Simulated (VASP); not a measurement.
```xyz
2
Lattice="0.0000 2.4195 2.4195 2.4195 0.0000 2.4195 2.4195 2.4195 0.0000" Properties=species:S:1:pos:R:3 pbc="T T T"
Ca     0.0000     0.0000     0.0000
O      2.4195     2.4195     2.4195
```

Computed with PBE GGA, VASP's PBE PAW potentials (set 64) (plane waves; VASP). Settings: 520 eV cut-off, Gaussian smearing of 0.050 eV, potentials Ca_sv O.

### Question
Give the energies of bands 6 to 11 at the high-symmetry points, in eV from the valence-band maximum.

### Answer

```json
[
 {"band": "6", "Γ": "0.00", "X": "-1.31", "U": "-1.32", "L": "-2.59", "W": "-1.25"},
 {"band": "7", "Γ": "0.00", "X": "-0.38", "U": "-1.21", "L": "-1.16", "W": "-1.06"},
 {"band": "8", "Γ": "0.00", "X": "-0.38", "U": "-0.77", "L": "-1.16", "W": "-1.06"},
 {"band": "9", "Γ": "4.55", "X": "3.64", "U": "5.10", "L": "6.95", "W": "6.25"},
 {"band": "10", "Γ": "6.17", "X": "7.89", "U": "7.89", "L": "8.24", "W": "6.25"},
 {"band": "11", "Γ": "6.17", "X": "8.78", "U": "8.41", "L": "8.24", "W": "8.25"}
]
```

The gap is indirect, 3.64 eV, from the valence maximum at Γ to the conduction minimum at X.

The compound is CaO in the rock salt structure. It was relaxed first.
